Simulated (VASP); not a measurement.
```yaml
crystal:
  lattice:
    - [0.00000, 2.53884, 2.53884]
    - [2.53884, 0.00000, 2.53884]
    - [2.53884, 2.53884, 0.00000]
  atoms:
    - { symbol: Sr, position: [0.50000, 0.50000, 0.50000] }
    - { symbol: O, position: [0.00000, 0.00000, 0.00000] }
```

Method: LDA (Ceperley-Alder, Perdew-Zunger), VASP's LDA PAW potentials (set 64) (plane waves; VASP). Settings: 520 eV cut-off, Gaussian smearing of 0.050 eV, potentials Sr_sv O.

Question: Give the energies of bands 6 to 11 at the high-symmetry points, in eV from the valence-band maximum.

Answer: 
```
band     Γ      X      U      L      W
----  ----  -----  -----  -----  -----
6     0.00  -0.35  -1.00  -2.32  -1.21
7     0.00  -0.06  -0.60  -1.24  -0.40
8     0.00  -0.06  -0.42  -1.24  -0.40
9     4.07   3.07   4.69   6.61   5.99
10    6.18   8.05   7.99   8.57   5.99
11    6.18  10.44   9.03   9.02   8.90
```

The gap is indirect, 3.07 eV, from the valence maximum at Γ to the conduction minimum at X.

The structure comes from a computed database's SrO entry (Fm-3m); how it stands against other phases isn't given here. It was relaxed first, which changed the volume by -5 %.
